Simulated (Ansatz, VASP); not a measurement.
# As (arsenene, 1 layers) in two plane-wave programs

Aim: how closely do two programs agree when they are given the same cell, functional and k mesh? The cell is taken from a series of runs on this material, whose earlier steps may have relaxed, scaled, displaced or heated it; both programs get it as it stands.

Main program and level: Ansatz 0.2.0; plane waves, with VASP 6.6.1 beside it; PBE and PBE, spin-orbit coupling.

### Step 1. The structure

The cell holds 2 atoms: 2 As. Cell: a = 3.610 Å, b = 3.610 Å, c = 19.400 Å, α = 90.0°, β = 90.0°, γ = 120.0°. Vacuum lies along c.

### Step 2. Ansatz: single point, PBE

Ansatz runs on its default PAW (the set named soft_2) files.

A single point takes one fixed geometry, so differences don't come from the geometry; what else differs is listed under the comparison.

input.yaml

```yaml
crystal:
  lattice:
    - [3.61, 0.0, 0.0]
    - [-1.805, 3.1263517077, 0.0]
    - [0.0, 0.0, 19.4]
  atoms:
    - { symbol: As, position: [0.6666666667, 0.3333333333, 0.4642427906] }
    - { symbol: As, position: [0.3333333333, 0.6666666667, 0.5357572094] }
kpoints:
  mp_grid: { grid: [12, 12, 1] }
  band_path:
    path: [[0, 0, 0], [0.5, 0, 0], [0.33333333, 0.33333333, 0], [0, 0, 0]]
    npoints: 24
hamiltonian:
  xc: pbe
scf:
  occupations: { method: fermi_dirac, width: 0.05 }
  convergence: { dr2_threshold: 1.0e-09 }
efield:
  axis: 3
  dipole_correction: true
  ramp_position: 0.97
  ramp_width: 0.06
output:
  fatbands: true
  dos: { projected: true, e_range: [-8, 5] }
  write_potential: true
  write_density: true
  volumetric_format: npy
  elf: true
```

Started as:

```console
ansatz run input.yaml --threads 2 --pin off --max-ram 3072MiB --backend cpu --events-out ev --progress --plain --runs-dir out
```

Numbers of over 12 decimals in the logs are rounded to 6 here.

Log:

```text
Engine: ansatz 0.2.0, x86_64-unknown-linux-gnu
Pseudopotentials: kind: paw
Pseudopotential: As, paw, valence charge 15, recommended cutoff 420 eV (normal), As.paw.azcp
Functional definition: PBE
  parameter kappa = 0.804
  parameter beta = 0.066725
  exchange = pbe_x(kappa = kappa, mu = beta*pi^2/3)
  correlation = pbe_c(beta = beta)
Crystal: 2 atoms, lattice volume = 218.951 Å³
Basis set: ecut = 420 eV, 4193 PW (Γ)
Bands: 19, of which v1, the nominal top of the filled ones, is band 15 counted from 1 (14 counted from 0)
Symmetry: 6 space group operations
k-points: 19 of 144 (time reversal used)
Non-local potential: As, projectors of the file, l = 0: 2, l = 1: 2, l = 2: 3, l = 3: 1
PAW form: soft (Blöchl's): semilocal exchange-correlation on the pseudo side does not see the compensation charge
PAW one-centre angular grid: As, 590 points (default); XC on 64 Gauss nodes
Initial density: superposition of atomic densities (neutral atoms: chi_scale 0, normalization atom), corrected by the library's trained network
Initial wavefunctions: pseudopotential atomic-orbital guess
Functional: x = pbe(κ = 0.804, μ = 0.219515), c = pbe(β = 0.066725)
SCF iter   1: F=—  HF=-9712.268323 eV  |F-HF|=—  |Δ(HF+E_count)|=         —  Δρ=7.98e-4  dr2=1.81e-3  ethr=1.77e-3  p=0.000 e·Å  D=5.12e-14 V/Å  ΔV_dip=-0.00 eV  dr2_dipole=1.69e-10  V_vac-E_F(+/−)=4.53/4.53 eV  ⟨swp⟩=6.8  Hψ=1971  notcnv=0
efield: sawtooth ramp at fractional position 0.9700 (set: `efield.ramp_position`, or a place that a band, a saddle search or an elastic batch's reference lends), width 0.0600; the density the first Hamiltonian is built on has a dipole p = 0.000 e·Å; the dipole correction subtracts the counter field D = 5.12e-14 V/Å, which shifts the + side's vacuum level by -0.00 eV against the − side's; the planar-averaged density in the ramp window peaks in size at 2.5e-6 e/Å³
preconditioner: auto → none  [insulator: Δε(μ)=1.648 eV  Ē_g=9.407 eV  σ=0.050 eV  W_gap=1.00  n_scr=12 (ndim 8)  ℏωp=7.9 eV  f_vac=0.732  D(μ)=0.00/eV (n_scr^D=0)  ε∞_Penn≈1.7]
SCF iter   2: F=—  HF=-9712.268876 eV  |F-HF|=—  |Δ(HF+E_count)|=   5.52e-4  Δρ=3.97e-4  dr2=3.51e-4  ethr=6.04e-6  p=0.000 e·Å  D=8.36e-6 V/Å  ΔV_dip=-0.00 eV  dr2_dipole=5.17e-9  V_vac-E_F(+/−)=4.59/4.59 eV  ⟨swp⟩=2.3  Hψ=876  notcnv=0
SCF iter   3: F=—  HF=-9712.269117 eV  |F-HF|=—  |Δ(HF+E_count)|=   2.41e-4  Δρ=1.22e-4  dr2=3.08e-5  ethr=1.17e-6  p=-0.000 e·Å  D=-7.90e-5 V/Å  ΔV_dip=0.00 eV  dr2_dipole=2.87e-7  V_vac-E_F(+/−)=4.59/4.59 eV  ⟨swp⟩=2.0  Hψ=706  notcnv=0
SCF iter   4: F=—  HF=-9712.269103 eV  |F-HF|=—  |Δ(HF+E_count)|=   1.41e-5  Δρ=5.69e-5  dr2=1.17e-5  ethr=1.03e-7  p=0.000 e·Å  D=2.02e-4 V/Å  ΔV_dip=-0.00 eV  dr2_dipole=1.63e-6  V_vac-E_F(+/−)=4.60/4.60 eV  ⟨swp⟩=2.0  Hψ=646  notcnv=0
SCF iter   5: F=—  HF=-9712.269129 eV  |F-HF|=—  |Δ(HF+E_count)|=   2.58e-5  Δρ=9.17e-5  dr2=1.58e-4  ethr=3.90e-8  p=-0.001 e·Å  D=-8.93e-4 V/Å  ΔV_dip=0.02 eV  dr2_dipole=3.18e-5  V_vac-E_F(+/−)=4.61/4.59 eV  ⟨swp⟩=2.8  Hψ=752  notcnv=0  recentre
SCF iter   6: F=—  HF=-9712.269106 eV  |F-HF|=—  |Δ(HF+E_count)|=   2.26e-5  Δρ=2.48e-5  dr2=2.26e-6  ethr=3.90e-8  p=0.000 e·Å  D=9.23e-5 V/Å  ΔV_dip=-0.00 eV  dr2_dipole=3.39e-7  V_vac-E_F(+/−)=4.60/4.60 eV  ⟨swp⟩=2.9  Hψ=623  notcnv=0
SCF iter   7: F=—  HF=-9712.269118 eV  |F-HF|=—  |Δ(HF+E_count)|=   1.16e-5  Δρ=5.87e-6  dr2=1.19e-7  ethr=7.54e-9  p=0.000 e·Å  D=2.03e-5 V/Å  ΔV_dip=-0.00 eV  dr2_dipole=1.71e-8  V_vac-E_F(+/−)=4.60/4.60 eV  ⟨swp⟩=2.1  Hψ=421  notcnv=0
SCF iter   8: F=—  HF=-9712.269118 eV  |F-HF|=—  |Δ(HF+E_count)|=   9.88e-8  Δρ=7.93e-7  dr2=1.82e-9  ethr=3.95e-10  p=0.000 e·Å  D=2.57e-6 V/Å  ΔV_dip=-0.00 eV  dr2_dipole=2.12e-10  V_vac-E_F(+/−)=4.60/4.60 eV  ⟨swp⟩=2.0  Hψ=430  notcnv=0
SCF iter   9: F=-9712.269118 eV  HF=-9712.269118 eV  |F-HF|=5.46e-12  |Δ(HF+E_count)|=   1.90e-9  Δρ=1.01e-7  dr2=2.69e-11  ethr=3.33e-12  p=-0.000 e·Å  D=-1.21e-7 V/Å  ΔV_dip=0.00 eV  dr2_dipole=1.96e-13  V_vac-E_F(+/−)=4.60/4.60 eV  ⟨swp⟩=4.9  Hψ=1008  notcnv=0
SCF 1 converged in 9 iterations: F = -9712.269118 eV  dr2 = 2.69e-11
  greatest PAW one-centre occupation: 0.999 electrons in one spin orbital (limit 2), on the As atom at site 0 (counted from 0), in its partial waves of l = 2
NSCF: frozen V_eff on 73 k-points
efield: sawtooth ramp at fractional position 0.9700 (kept from the solve that this one continues, or follows in the run), width 0.0600; the density the first Hamiltonian is built on has a dipole p = -0.000 e·Å; the dipole correction subtracts the counter field D = -1.21e-7 V/Å, which shifts the + side's vacuum level by +0.00 eV against the − side's; the planar-averaged density in the ramp window peaks in size at 1.4e-7 e/Å³
WARN: The output density's exchange-correlation potential varies sharply where the density is thin. Do not read a vacuum level from v_tot or v_xc, or from such a field of the output density. On a cell that repeats whose density bears no net charge and no dipole along the vacuum's axis use v_es (v_loc + v_h of the components); under efield.dipole_correction with no amplitude use v_es + v_field, which holds any externa [...]
SCF converged after 9 iterations
Free energy (F): -9712.269118 eV
Harris-Foulkes:  -9712.269118 eV  (|F-HF|=5.46e-12)
Internal energy: -9712.269118 eV  (E = F + TS)
E sigma→0 (E₀):  -9712.269118 eV
Fermi energy:    -1.622530 eV
Dipole field:    D = -0.000001 V/Å  (p = -0.000001 e·Å, saw-weighted, corrected)
Work function:   Φ+ = 4.5963 eV   Φ− = 4.5963 eV
Levels:          The Fermi level and band energies are counted from a zero that moves with the ramp; work functions are not
--- Per-component energies (eV) ---
  E_band       = -825.318346
  E_kinetic    = 203.885151
  E_local      = -20323.970719  (includes V_loc(G=0)·N_el)
  E_nonlocal   = -1341.470751
  E_hartree    = 10163.670743
  E_xc         = -157.584832
  E_vxc        = -157.125721  (∫ρ·V_xc dr)
  E_paw        = -3669.148821  (= ΣΔE_a)
  E_vpaw       = 466.021969  (= ΣTr[D̂ρ^β])
  E_aug_tail   = 0.000013  (compensation charges beyond the density's cutoff)
  E_efield     = 0.000000  (sawtooth field / dipole correction)
  E_vefield    = 0.000000  (∫n·V_field dr)
  E_ewald      = 5412.350098
  E_smearing   = -0.000000  (= −TS)
  E_closure    = 0.000000  (closes the sum)
  Σ components = -9712.269118   (vs F -9712.269118, Δ=0.00e0)
--- Band table (eV; the first three rows and the last of 19) ---
  k-point 0: bands = [... 11 lower, -9.5529, -2.9180, -2.4218, -2.4218, -0.4704, 1.0905, 1.0905, 2.4767]
  k-point 1: bands = [... 11 lower, -9.5421, -3.3049, -2.8749, -2.6260, 0.1518, 0.9793, 1.3006, 2.6065]
  k-point 2: bands = [... 11 lower, -9.5574, -4.6081, -3.0798, -2.7848, -0.1444, 1.6647, 1.7164, 2.9294]
  k-point 18: bands = [... 11 lower, -12.3283, -6.7427, -4.3697, -4.3697, -0.3572, 2.1931, 2.1931, 5.7024]
```

Reading the cycles: dr2 is the Hartree energy of the density residual (eV), the measure of convergence; HF is the Harris–Foulkes estimate of the energy, which meets the free energy F at convergence.

### Step 3. VASP: single point, PBE

The same cell, functional, mesh and smearing now go to VASP, with its own data sets.

Lines of VASP's logs that name or quote its potential files are left out, and so is its time.

INCAR

```
SYSTEM = As
PREC = Accurate
ENCUT = 400
EDIFF = 1E-06
NELM = 120
ISMEAR = -1
SIGMA = 0.05
LREAL = .FALSE.
ALGO = Normal
GGA = PE
NBANDS = 11
LORBIT = 11
LWAVE = .FALSE.
LCHARG = .FALSE.
ISIF = 2
LDIPOL = .TRUE.
IDIPOL = 3
DIPOL = 0.5 0.5 0.5
LVHAR = .TRUE.
LASPH = .TRUE.
GGA_COMPAT = .FALSE.
EFERMI = MIDGAP
NELMDL = -8
KPAR = 2
```

POSCAR

```
As
1.0
    3.6100000000      0.0000000000      0.0000000000
   -1.8050000000      3.1263517077      0.0000000000
    0.0000000000      0.0000000000     19.4000000000
As
2
Direct
    0.6666666666      0.3333333332      0.4642427906
    0.3333333332      0.6666666666      0.5357572094
```

KPOINTS

```
Automatic mesh
0
Gamma
12 12 1
0 0 0
```

The projector-augmented-wave data sets are As (PBE family, release 64).

Started as:

```console
mpirun -np 2 vasp_std
```

Log:

```text
[banner, memory and clock lines left out]
running    2 mpi-ranks, on    1 nodes
 distrk:  each k-point on    1 cores,    2 groups
 distr:  one band on    1 cores,    1 groups

 POSCAR found type information on POSCAR As
 POSCAR found :  1 types and       2 ions
 LDA part: xc-table for (Slater+PW92), standard interpolation
 POSCAR, INCAR and KPOINTS ok, starting setup
 FFT: planning ... GRIDC
 FFT: planning ... GRID_SOFT
 FFT: planning ... GRID
 WAVECAR not read
 entering main loop
       N       E                     dE             d eps       ncg     rms          rms(c)
DAV:   1     0.553124156125E+02    0.55312E+02   -0.26314E+03   418   0.491E+02
DAV:   2    -0.441601082795E+01   -0.59728E+02   -0.55073E+02   666   0.936E+01
DAV:   3    -0.931617236871E+01   -0.49002E+01   -0.48814E+01   557   0.363E+01
DAV:   4    -0.939284102316E+01   -0.76669E-01   -0.76640E-01   557   0.515E+00
DAV:   5    -0.939340712294E+01   -0.56610E-03   -0.56609E-03   574   0.407E-01
DAV:   6    -0.939340911662E+01   -0.19937E-05   -0.19939E-05   540   0.237E-02
DAV:   7    -0.939340916034E+01   -0.43723E-07   -0.43724E-07   607   0.270E-03
DAV:   8    -0.939340916067E+01   -0.32458E-09   -0.20264E-09   411   0.152E-04    0.327E+00
DAV:   9    -0.935465252037E+01    0.38757E-01   -0.18976E-02   481   0.723E-01    0.196E+00
DAV:  10    -0.933268155721E+01    0.21971E-01   -0.40806E-02   492   0.107E+00    0.120E-01
DAV:  11    -0.933272423608E+01   -0.42679E-04   -0.13891E-03   562   0.195E-01    0.418E-02
DAV:  12    -0.933257707649E+01    0.14716E-03   -0.22023E-04   585   0.828E-02    0.217E-02
DAV:  13    -0.933258108930E+01   -0.40128E-05   -0.59394E-05   547   0.331E-02    0.880E-03
DAV:  14    -0.933261717219E+01   -0.36083E-04   -0.17792E-05   540   0.172E-02    0.683E-03
DAV:  15    -0.933275691982E+01   -0.13975E-03   -0.43309E-05   480   0.227E-02    0.260E-03
DAV:  16    -0.933278863234E+01   -0.31713E-04   -0.13223E-06   603   0.534E-03    0.118E-03
DAV:  17    -0.933280991108E+01   -0.21279E-04   -0.12598E-06   526   0.403E-03    0.100E-03
DAV:  18    -0.933281579136E+01   -0.58803E-05   -0.33242E-07   558   0.162E-03    0.438E-04
DAV:  19    -0.933281729525E+01   -0.15039E-05   -0.15783E-07   537   0.102E-03    0.439E-04
DAV:  20    -0.933282303016E+01   -0.57349E-05   -0.23409E-07   480   0.111E-03    0.238E-04
DAV:  21    -0.933282378854E+01   -0.75837E-06   -0.11714E-08   421   0.285E-04
   1 F= -.93328238E+01 E0= -.93328238E+01  d E =-.598813E-08
```

Parts of OUTCAR (step 3):

```text
ion  position               nearest neighbor table
   1  0.667  0.333  0.464-   2 2.50   2 2.50   2 2.50
   2  0.333  0.667  0.536-   1 2.50   1 2.50   1 2.50

  LATTYP: Found a hexagonal cell.
 ALAT       =     3.6100000000
 C/A-ratio  =     5.3739612188

 Subroutine GETGRP returns: Found 12 space group operations
 (whereof 12 operations were pure point group operations)

The static configuration has the point symmetry D_3d.

 Found     19 irreducible k-points:

   k-points           NKPTS =     19   k-points in BZ     NKDIM =     19   number of bands    NBANDS=     11

   dimension x,y,z NGX =    24 NGY =   24 NGZ =  128
   dimension x,y,z NGXF=    48 NGYF=   48 NGZF=  256

   ENCUT  =  400.0 eV  29.40 Ry    5.42 a.u.   5.89  5.89 31.64*2*pi/ulx,y,z

   NELECT =      10.0000    total number of electrons

 k-points in reciprocal lattice and weights: Automatic mesh
   0.00000000  0.00000000  0.00000000       0.007
   0.08333333  0.00000000  0.00000000       0.042
   0.16666667  0.00000000  0.00000000       0.042
   0.25000000  0.00000000  0.00000000       0.042
   0.33333333  0.00000000  0.00000000       0.042
   0.41666667 -0.00000000  0.00000000       0.042
   0.50000000  0.00000000  0.00000000       0.021
   0.08333333  0.08333333  0.00000000       0.042
   0.16666667  0.08333333  0.00000000       0.083
[...]
0.33333333  0.25000000  0.00000000       0.083
   0.33333333  0.33333333  0.00000000       0.014

 dipolmoment           0.000000      0.000000      0.000000 electrons x Angstroem

 average (electrostatic) potential at core
       1 -57.6808       2 -57.6808

 E-fermi :  -2.6833

 k-point     1 :       0.0000    0.0000    0.0000
  band No.  band energies     occupation
      1     -16.9180      2.00000
      2     -10.5806      2.00000
      3      -3.9549      2.00000
      4      -3.4838      2.00000
      5      -3.4838      2.00000
      6      -1.5470      0.00000
      7       0.0365      0.00000
      8       0.0365      0.00000
      9       1.4400      0.00000
     10       1.6363      0.00000
    ...

 k-point     2 :       0.0833    0.0000    0.0000
  band No.  band energies     occupation
      1     -16.8262      2.00000
      2     -10.5702      2.00000
      3      -4.3712      2.00000
      4      -3.9114      2.00000
      5      -3.6884      2.00000
      6      -0.9175      0.00000
      7      -0.0747      0.00000
      8       0.2481      0.00000
      9       1.5691      0.00000
     10       1.7465      0.00000
    ...

 k-point     3 :       0.1667    0.0000    0.0000
  band No.  band energies     occupation
      1     -16.5535      2.00000
      2     -10.5876      2.00000
      3      -5.6756      2.00000
      4      -4.1428      2.00000
      5      -3.8198      2.00000
      6      -1.2032      0.00000
      7       0.6088      0.00000
      8       0.6677      0.00000
      9       1.8921      0.00000
     10       2.0857      0.00000
    ...

  Total        0.0280851      0.0280851      0.1545327      0.0000000     -0.0000000      0.0000000
  in kB        0.2055130      0.2055130      1.1307957      0.0000000     -0.0000000      0.0000000
  external PRESSURE =       0.5139406 kB  Pullay stress =       0.0000000 kB

  energy-cutoff  :      400.00
  volume of cell :      218.95
      direct lattice vectors                 reciprocal lattice vectors
     3.610000000  0.000000000  0.000000000     0.277008310  0.159930822  0.000000000
    -1.805000000  3.126351708  0.000000000     0.000000000  0.319861645  0.000000000
     0.000000000  0.000000000 19.400000000     0.000000000  0.000000000  0.051546392

 POSITION                                       TOTAL-FORCE (eV/Angst)
 -----------------------------------------------------------------------------------
      1.80500      1.04212      9.00631        -0.000000      0.000000     -0.115998
     -0.00000      2.08423     10.39369         0.000000      0.000000      0.115998
 -----------------------------------------------------------------------------------
    total drift:                                0.000000      0.000000      0.000000

  FREE ENERGIE OF THE ION-ELECTRON SYSTEM (eV)
  ---------------------------------------------------
  free  energy   TOTEN  =        -9.3328237885 eV

  energy  without entropy=       -9.3328237826  energy(sigma->0) =       -9.33282379

 vacuum level on the upper side and lower side of the slab         1.936         1.936

 total charge
# of ion       s       p       d       tot
------------------------------------------
    1        1.295   1.373   0.041   2.709
    2        1.295   1.373   0.041   2.709
--------------------------------------------------
tot          2.589   2.745   0.083   5.417

[... 3 further parts left out ...]
```

### Step 4. Side by side

Known differences besides the potentials themselves: the data sets hold 30 valence electrons in Ansatz (on its default PAW (the set named soft_2) files) and 10 in VASP; the cutoff is 420 eV in Ansatz and 400 eV in VASP. Total energies have different zeros and are not compared.

The two programs side by side:

```csv
quantity,Ansatz,VASP,difference
gap on the k mesh (eV),1.657,1.659,-0.002
```

A gap on the mesh is an upper bound, since the band edges may lie between its points. Where the cell holds vacuum, a pressure given here is an average over it and none of the material.

(Part 1 of 2 ends here.)

[Lines on the potential files, build, host, timing and source positions are cut from VASP's logs without a mark.]

[Logs are printed without paths, hosts, clocks, repeated set-up lines and the standing remarks that a program may print on its own settings, such as how far it seeks lower states.]

[Hosts, paths, dates, database ids (printed as entryN), source tags and the programs' standing remarks are cut or masked in the printed files.]
